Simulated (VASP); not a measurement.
Given:

```yaml
crystal:
  lattice:
    - [2.06945, 1.19480, 6.73130]
    - [-2.06945, 1.19480, 6.73130]
    - [0.00000, -2.38959, 6.73130]
  atoms:
    - { symbol: Zn, position: [0.63500, 0.63500, 0.63500] }
    - { symbol: Sn, position: [0.11697, 0.11697, 0.11697] }
    - { symbol: As, position: [0.98931, 0.98931, 0.98931] }
    - { symbol: As, position: [0.50870, 0.50870, 0.50870] }
```

All values below come from PBEsol GGA, VASP's PBE PAW potentials (set 64) (plane waves; VASP). Numerical set-up: 400 eV cut-off, 10×10×10 Γ-centred mesh, tetrahedra with Blöchl corrections, potentials Zn Sn_d As.

The cores are frozen, which limits the accuracy of field gradients.

**Question.** Give the principal components of the electric field gradient (V/Å²) and the asymmetry η at each nucleus.

**Answer.** 
```csv
atom,Vxx,Vyy,Vzz,η
Zn1,-33.9,-33.9,67.7,0.00
Sn2,48.1,48.1,-96.2,0.00
As3,-99.7,-99.7,199.3,0.00
As4,38.8,38.8,-77.6,0.00
```

The structure comes from a computed database's ZnSnAs2 entry (R3m); how it stands against other phases isn't given here. It was relaxed first, which changed the volume by -5 %.
